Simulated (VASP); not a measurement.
# Band gap of Ga2O3 at several levels of theory, part 2 of 3

How does the band gap of Ga2O3 depend on the functional? The starting structure is a measured crystal structure from the Crystallography Open Database. The atoms were first relaxed with LDA in that cell, in a run that isn't shown, and the relaxed structure is the one below. Meshes and data sets differ where the inputs say so.

VASP 6.6.1.

Results so far: LDA 2.325 eV; PBE 2.411 eV.

## (4) Bands with r2SCAN

Level of this step: r2SCAN; plane waves and PAW (Ga_d, O) (VASP).

r2SCAN adds the kinetic-energy density, costs more than a GGA and is run with LASPH.

INCAR reads:

```
SYSTEM = Ga2O3
PREC = Accurate
ENCUT = 460
EDIFF = 1E-06
NELM = 100
ISMEAR = 0
SIGMA = 0.03
LREAL = .FALSE.
ALGO = Normal
METAGGA = R2SCAN
LASPH = .TRUE.
NBANDS = 68
LORBIT = 11
LWAVE = .FALSE.
LCHARG = .FALSE.
KPAR = 16
```

POSCAR reads:

```
Ga2O3
1.0
    0.0000000000      3.0371000000      0.0000000000
   -1.3859888959      0.0000000000      5.6300087380
    6.1070000000     -1.5185500000      0.0000000000
Ga O
4 6
Direct
    0.3413603849      0.6854510071      0.6827207697
    0.6586396151      0.3145489929      0.3172792303
    0.9093497896      0.2052141539      0.8186995792
    0.0906502104      0.7947858461      0.1813004208
    0.5037887308      0.7433860536      0.0075774615
    0.4962112692      0.2566139464      0.9924225385
    0.8265626630      0.4372419755      0.6531253260
    0.1734373370      0.5627580245      0.3468746740
    0.8355588976      0.8902747405      0.6711177952
    0.1644411024      0.1097252595      0.3288822048
```

KPOINTS reads:

```
Automatic mesh
0
Gamma
8 4 8
0 0 0
```

KPOINTS_OPT reads:

```
Line mode
8
Line-mode
Reciprocal
  0.50000000   0.00000000   0.00000000 X
  0.00000000   0.00000000   0.00000000 GAMMA

  0.00000000   0.00000000   0.00000000 GAMMA
  0.00000000  -0.50000000   0.00000000 Y

  0.50000000  -0.50000000   0.00000000 L
  0.00000000   0.00000000   0.00000000 GAMMA

  0.00000000   0.00000000   0.00000000 GAMMA
  0.00000000   0.50000000  -0.50000000 Z

  0.50000000   0.50000000  -0.50000000 N
  0.00000000   0.00000000   0.00000000 GAMMA

  0.00000000   0.00000000   0.00000000 GAMMA
  0.00000000   0.00000000  -0.50000000 M

  0.50000000   0.00000000  -0.50000000 R
  0.00000000   0.00000000   0.00000000 GAMMA
```

The projector-augmented-wave data sets are Ga_d and O (PBE family, release 64).

Started as:

```bash
$ mpirun -np 16 vasp_std
```

The program printed:

```text
[banner, memory and clock lines left out]
running   16 mpi-ranks, on    1 nodes
[...]
[... a notice as in an earlier step ...]

|                                                                             |
|               ----> ADVICE to this user running VASP <----                  |
|                                                                             |
|     You enforced a specific xc type in the INCAR file but a different       |
|     [... a line on the potential file left out ...]
|     I HOPE YOU KNOW WHAT YOU ARE DOING!                                     |
|                                                                             |

 LDA part: xc-table for (None), standard interpolation
 POSCAR, INCAR and KPOINTS ok, starting setup
[...]
entering main loop
       N       E                     dE             d eps       ncg     rms          rms(c)
DAV:   1     0.104046113460E+04    0.10405E+04   -0.34547E+04 13444   0.226E+03
DAV:   2     0.975820592539E+02   -0.94288E+03   -0.83244E+03 10704   0.631E+02
DAV:   3    -0.114552292267E+03   -0.21213E+03   -0.20419E+03 12468   0.209E+02
DAV:   4    -0.128844721062E+03   -0.14292E+02   -0.14143E+02 11944   0.589E+01
[...]
DAV:  14    -0.102453930314E+03    0.14986E-04   -0.21412E-05 13904   0.441E-02    0.272E-03
DAV:  15    -0.102453929063E+03    0.12510E-05   -0.43219E-06 10552   0.114E-02    0.104E-03
DAV:  16    -0.102453928789E+03    0.27396E-06   -0.27742E-07  6112   0.505E-03
   1 F= -.10245393E+03 E0= -.10245393E+03  d E =-.102838E-15
 Start KPOINTS_OPT (optional k-point list driver)
k-point batch [1-56\56]
       N       E                     dE             ncg
DAV:   1     0.399602533841E+05   -0.30965E+05     9600
DAV:   2    -0.130050480765E+05   -0.52965E+05     7640
DAV:   3    -0.243702735994E+05   -0.11365E+05     8900
DAV:   4    -0.251281497304E+05   -0.75788E+03     8772
[...]
DAV:   8    -0.251498293803E+05   -0.20887E-03     8932
DAV:   9    -0.251498293841E+05   -0.37114E-05     6436
DAV:  10    -0.251498293846E+05   -0.58340E-06     5112
```

Elapsed: 6.4 min, on 16 MPI ranks of AMD EPYC 7R43, shared host; peak memory 10 GiB; 68 min of CPU time.

Parts of OUTCAR (step 4):

```text
  Total        1.4540770      1.5555719      1.4269910      0.0000000      0.0000000      0.0602583
  in kB       22.3101194     23.8673711     21.8945356      0.0000000      0.0000000      0.9245526
  external PRESSURE =      22.6906753 kB  Pullay stress =       0.0000000 kB

 POSITION                                       TOTAL-FORCE (eV/Angst)
 -----------------------------------------------------------------------------------
      3.21935      0.00000      3.85910        -0.008768      0.000000     -0.068837
      1.50166      1.51855      1.77091         0.008768     -0.000000      0.068837
      4.71537      1.51855      1.15536        -0.079898     -0.000000      0.013528
      0.00564      0.00000      4.47465         0.079898      0.000000     -0.013528
     -0.98405      1.51855      4.18527        -0.061185      0.000000     -0.008863
      5.70506     -0.00000      1.44474         0.061185     -0.000000      0.008863
      3.38262      1.51855      2.46168         0.060192      0.000000     -0.015187
      1.33839      0.00000      3.16833        -0.060192      0.000000      0.015187
      2.86461      1.51855      5.01225        -0.072943      0.000000      0.054437
      1.85641     -0.00000      0.61775         0.072943      0.000000     -0.054437
 -----------------------------------------------------------------------------------
    total drift:                               -0.000000      0.000000      0.000000

  FREE ENERGIE OF THE ION-ELECTRON SYSTEM (eV)
  ---------------------------------------------------
  free  energy   TOTEN  =      -102.4539287889 eV

  energy  without entropy=     -102.4539287889  energy(sigma->0) =     -102.45392879

[... 2 parts as in an earlier step ...]

[... 1 further part left out ...]
[key lines of the parts left out:]
E-fermi :   3.6167
```

r2SCAN gives a least gap of 3.064 eV, and a least direct gap of 3.089 eV. The least gap is +0.739 eV from that of LDA.

## (5) Bands with TB-mBJ

TB-mBJ is a local potential fitted to gaps: it costs far less than a hybrid but gives no energy. Its energies, forces and stress mean nothing.

INCAR: that of step 4 with these lines changed.

```diff
@@ -4,3 +4,3 @@
 EDIFF = 1E-06
-NELM = 100
+NELM = 150
 ISMEAR = 0
@@ -9,3 +9,3 @@
 ALGO = Normal
-METAGGA = R2SCAN
+METAGGA = MBJ
 LASPH = .TRUE.
```

POSCAR is that of step 4.

KPOINTS is that of step 4.

KPOINTS_OPT is that of step 4.

Started as:

```bash
$ mpirun -np 16 vasp_std
```

The program printed:

```text
[banner, memory and clock lines left out]
running   16 mpi-ranks, on    1 nodes
[...]
[... a notice as in an earlier step ...]

 [... a notice as in an earlier step ...]

 LDA part: xc-table for (None), standard interpolation
 POSCAR, INCAR and KPOINTS ok, starting setup
[...]
entering main loop
       N       E                     dE             d eps       ncg     rms          rms(c)
DAV:   1     0.157406442823E+04    0.15741E+04   -0.33264E+04 13284   0.215E+03
DAV:   2     0.661245111136E+03   -0.91282E+03   -0.79989E+03 10776   0.598E+02
DAV:   3     0.450037985563E+03   -0.21121E+03   -0.20300E+03 12416   0.206E+02
DAV:   4     0.435005537019E+03   -0.15032E+02   -0.14866E+02 11992   0.595E+01
[...]
DAV:  44     0.453577327015E+03    0.55368E-05   -0.14611E-11  5420   0.266E-05    0.156E-06
DAV:  45     0.453577332853E+03    0.58380E-05   -0.11415E-11  5412   0.195E-05    0.414E-07
DAV:  46     0.453577333414E+03    0.56052E-06   -0.86744E-13  5420   0.135E-05
   1 F= 0.45357733E+03 E0= 0.45357733E+03  d E =-.371258E-15
 Start KPOINTS_OPT (optional k-point list driver)
k-point batch [1-56\56]
       N       E                     dE             ncg
DAV:   1     0.483239312989E+05   -0.22602E+05     9668
DAV:   2    -0.529465434382E+04   -0.53619E+05     7704
DAV:   3    -0.161849639633E+05   -0.10890E+05     9044
DAV:   4    -0.168488628881E+05   -0.66390E+03     8688
[...]
DAV:   8    -0.168695636957E+05   -0.12723E-03     8888
DAV:   9    -0.168695636970E+05   -0.13157E-05     6356
DAV:  10    -0.168695636973E+05   -0.31552E-06     5316
```

Wall time 5.9 min (16 MPI ranks); peak memory 11 GiB; 62 min of CPU time.

From OUTCAR (step 5):

```text
  Total     -525.2741879   -530.4385139   -526.7603722      0.0000000      0.0000000     -0.5820554
  in kB    -8059.3601148  -8138.5971377  -8082.1628625      0.0000000      0.0000000     -8.9305623
  external PRESSURE =   -8093.3733717 kB  Pullay stress =       0.0000000 kB

 POSITION                                       TOTAL-FORCE (eV/Angst)
 -----------------------------------------------------------------------------------
      3.21935      0.00000      3.85910        -0.429031      0.000000      2.256617
      1.50166      1.51855      1.77091         0.429031     -0.000000     -2.256617
      4.71537      1.51855      1.15536         1.581182     -0.000000     -0.433150
      0.00564      0.00000      4.47465        -1.581182      0.000000      0.433150
     -0.98405      1.51855      4.18527        -0.821408     -0.000000     -0.344389
      5.70506     -0.00000      1.44474         0.821408     -0.000000      0.344389
      3.38262      1.51855      2.46168        -0.118718     -0.000000      0.464037
      1.33839      0.00000      3.16833         0.118718     -0.000000     -0.464037
      2.86461      1.51855      5.01225        -1.044924     -0.000000     -0.331070
      1.85641     -0.00000      0.61775         1.044924     -0.000000      0.331070
 -----------------------------------------------------------------------------------
    total drift:                               -0.000000      0.000000      0.000000

  FREE ENERGIE OF THE ION-ELECTRON SYSTEM (eV)
  ---------------------------------------------------
  free  energy   TOTEN  =       453.5773334136 eV

  energy  without entropy=      453.5773334136  energy(sigma->0) =      453.57733341

[... 2 parts as in an earlier step ...]

[... 1 further part left out ...]
[key lines of the parts left out:]
E-fermi :   4.7367
```

TB-mBJ gives a least gap of 4.634 eV, and a least direct gap of 4.672 eV. The least gap is +2.309 eV from that of LDA.

## (6) Bands with LDA + spin-orbit coupling

Spin-orbit coupling is switched on in this step. This run uses a 6×4×6 mesh.

INCAR reads:

```
SYSTEM = Ga2O3
PREC = Accurate
ENCUT = 460
EDIFF = 1E-06
NELM = 100
ISMEAR = 0
SIGMA = 0.03
LREAL = .FALSE.
ALGO = Normal
GGA = CA
LNONCOLLINEAR = .TRUE.
MAGMOM = 0 0 0 0 0 0 0 0 0 0 0 0 0 0 0 0 0 0 0 0 0 0 0 0 0 0 0 0 0 0
NBANDS = 108
GGA_COMPAT = .FALSE.
LASPH = .TRUE.
LSORBIT = .TRUE.
LORBIT = 11
LWAVE = .FALSE.
LCHARG = .FALSE.
KPAR = 16
```

POSCAR is that of step 5.

KPOINTS reads:

```
Automatic mesh
0
Gamma
6 4 6
0 0 0
```

KPOINTS_OPT is that of step 5.

The projector-augmented-wave data sets are Ga_d and O (LDA family, release 64).

Started as:

```bash
$ mpirun -np 16 vasp_ncl
```

The program printed:

```text
[banner, memory and clock lines left out]
running   16 mpi-ranks, on    1 nodes
[...]
[... a notice as in an earlier step ...]

 LDA part: xc-table for (Slater(with rela. corr.)+CA(PZ))
 , standard interpolation
 POSCAR, INCAR and KPOINTS ok, starting setup
[...]
entering main loop
       N       E                     dE             d eps       ncg     rms          rms(c)
DAV:   1     0.143695298734E+04    0.14370E+04   -0.32450E+04 11664   0.279E+03
DAV:   2     0.308185688531E+03   -0.11288E+04   -0.10391E+04 10160   0.838E+02
DAV:   3    -0.392109626992E+02   -0.34740E+03   -0.32876E+03 13024   0.299E+02
DAV:   4    -0.751797904897E+02   -0.35969E+02   -0.35348E+02 11936   0.106E+02
[...]
DAV:  14    -0.682630994799E+02   -0.31414E-05   -0.71222E-05 14856   0.150E-01    0.426E-03
DAV:  15    -0.682631021845E+02   -0.27046E-05   -0.25987E-05 13608   0.313E-02    0.622E-03
DAV:  16    -0.682631016958E+02    0.48875E-06   -0.15771E-06  8456   0.154E-02
   1 F= -.68263102E+02 E0= -.68263102E+02  d E =-.813251E-15  mag=     0.0000     0.0000    -0.0000
 Start KPOINTS_OPT (optional k-point list driver)
k-point batch [1-47\56]
       N       E                     dE             ncg
DAV:   1     0.468129252882E+05    0.81679E+03    11692
DAV:   2    -0.585406805841E+04   -0.52667E+05    10160
DAV:   3    -0.212394410027E+05   -0.15385E+05    12952
DAV:   4    -0.228529830588E+05   -0.16135E+04    11524
[...]
DAV:   8    -0.229601939075E+05   -0.74001E-03    12008
DAV:   9    -0.229601939375E+05   -0.29984E-04    12080
DAV:  10    -0.229601939383E+05   -0.74624E-06     7048
k-point batch [48-56\56]
       N       E                     dE             ncg
DAV:   1     0.428437779469E+05   -0.35977E+04     2256
DAV:   2     0.328414311299E+05   -0.10002E+05     1944
DAV:   3     0.299302773646E+05   -0.29112E+04     2460
DAV:   4     0.296216849422E+05   -0.30859E+03     2188
[...]
DAV:   8     0.296000110353E+05   -0.13304E-03     2352
DAV:   9     0.296000110301E+05   -0.52914E-05     2384
DAV:  10     0.296000110299E+05   -0.14015E-06     1376
```

Wall time 11 min (16 MPI ranks); peak memory 18 GiB.

OUTCAR, selected parts (step 6):

```text
  Total       -2.0833690     -2.1205884     -2.3953214      0.0000000      0.0000000      0.0627543
  in kB      -31.9654414    -32.5365034    -36.7517730      0.0000000      0.0000000      0.9628491
  external PRESSURE =     -33.7512393 kB  Pullay stress =       0.0000000 kB

 POSITION                                       TOTAL-FORCE (eV/Angst)
 -----------------------------------------------------------------------------------
      3.21935      0.00000      3.85910         0.003088     -0.000000      0.003907
      1.50166      1.51855      1.77091        -0.003088      0.000000     -0.003907
      4.71537      1.51855      1.15536        -0.001028     -0.000000     -0.013388
      0.00564      0.00000      4.47465         0.001028      0.000000      0.013388
     -0.98405      1.51855      4.18527         0.009121      0.000000      0.000003
      5.70506     -0.00000      1.44474        -0.009121     -0.000000     -0.000003
      3.38262      1.51855      2.46168         0.006256     -0.000000     -0.002096
      1.33839      0.00000      3.16833        -0.006256     -0.000000      0.002096
      2.86461      1.51855      5.01225         0.003283     -0.000000      0.003320
      1.85641     -0.00000      0.61775        -0.003283     -0.000000     -0.003320
 -----------------------------------------------------------------------------------
    total drift:                                0.000000      0.000000     -0.000000

  FREE ENERGIE OF THE ION-ELECTRON SYSTEM (eV)
  ---------------------------------------------------
  free  energy   TOTEN  =       -68.2631016958 eV

  energy  without entropy=      -68.2631016958  energy(sigma->0) =      -68.26310170

 magnetization (x)
# of ion       s       p       d       tot
------------------------------------------
    1        0.000   0.000   0.000   0.000
    2        0.000   0.000   0.000   0.000
    3        0.000   0.000   0.000   0.000
    4        0.000   0.000   0.000   0.000
    5        0.000   0.000   0.000   0.000
    6        0.000   0.000   0.000   0.000
    7        0.000   0.000   0.000   0.000
    8        0.000   0.000   0.000   0.000
    9        0.000   0.000   0.000   0.000
   10        0.000   0.000   0.000   0.000
--------------------------------------------------
tot          0.000   0.000   0.000   0.000

 magnetization (y)
# of ion       s       p       d       tot
------------------------------------------
    1       -0.000  -0.000  -0.000  -0.000
    2       -0.000  -0.000  -0.000  -0.000
    3        0.000   0.000   0.000   0.000
    4        0.000   0.000   0.000   0.000
    5       -0.000  -0.000   0.000  -0.000
    6       -0.000  -0.000   0.000  -0.000
    7       -0.000   0.000   0.000   0.000
    8       -0.000   0.000   0.000   0.000
    9        0.000  -0.000   0.000  -0.000
   10        0.000  -0.000   0.000  -0.000
--------------------------------------------------
tot         -0.000  -0.000   0.000  -0.000

 magnetization (z)
# of ion       s       p       d       tot
------------------------------------------
    1        0.000   0.000   0.000   0.000
    2        0.000   0.000   0.000   0.000
    3        0.000   0.000   0.000   0.000
    4        0.000   0.000   0.000   0.000
    5        0.000   0.000   0.000   0.000
    6        0.000   0.000   0.000   0.000
    7        0.000   0.000   0.000   0.000
    8        0.000   0.000   0.000   0.000
    9        0.000   0.000   0.000   0.000
   10        0.000   0.000   0.000   0.000
--------------------------------------------------
tot          0.000   0.000   0.000   0.000

[... 1 part as in an earlier step ...]

[... 2 further parts left out ...]
[key lines of the parts left out:]
E-fermi :   3.7740
```

LDA + spin-orbit coupling gives a least gap of 2.331 eV, and a least direct gap of 2.349 eV. The least gap is +0.006 eV from that of LDA, on another mesh, which alone can move a gap by some hundredths of an eV.

## (7) Bands with r2SCAN + spin-orbit coupling

This run uses a 6×4×6 mesh.

INCAR: that of step 6 with these lines changed.

```diff
@@ -9,3 +9,4 @@
 ALGO = Normal
-GGA = CA
+METAGGA = R2SCAN
+LASPH = .TRUE.
 LNONCOLLINEAR = .TRUE.
@@ -14,3 +15,2 @@
 GGA_COMPAT = .FALSE.
-LASPH = .TRUE.
 LSORBIT = .TRUE.
```

POSCAR is that of step 6.

KPOINTS is that of step 6.

KPOINTS_OPT is that of step 6.

Potentials, in the order of the species: Ga_d and O (PBE family, release 64).

Started as:

```bash
$ mpirun -np 16 vasp_ncl
```

The program printed:

```text
[... set-up lines as in an earlier step ...]
 entering main loop
       N       E                     dE             d eps       ncg     rms          rms(c)
DAV:   1     0.142933956810E+04    0.14293E+04   -0.33080E+04 11720   0.286E+03
DAV:   2     0.269043870511E+03   -0.11603E+04   -0.10677E+04 10176   0.863E+02
DAV:   3    -0.899929643400E+02   -0.35904E+03   -0.33975E+03 12968   0.306E+02
DAV:   4    -0.127146821738E+03   -0.37154E+02   -0.36519E+02 11976   0.108E+02
[...]
DAV:  16    -0.102470171798E+03   -0.30356E-06   -0.30969E-05 14192   0.944E-02    0.421E-03
DAV:  17    -0.102470173287E+03   -0.14888E-05   -0.27388E-06 10000   0.244E-02    0.118E-03
DAV:  18    -0.102470172344E+03    0.94278E-06   -0.12840E-06  6848   0.104E-02
```

Run time: 31 min. Hardware: 16 MPI ranks.

The run was stopped at its time limit.

[end of part 2 of 3]

[Lines on the potential files, build, host, timing and source positions are cut from VASP's logs without a mark.]

[Logs are printed without paths, hosts, clocks, repeated set-up lines and the standing remarks that a program may print on its own settings, such as how far it seeks lower states.]

[Hosts, paths, dates, database ids (printed as entryN), source tags and the programs' standing remarks are cut or masked in the printed files.]
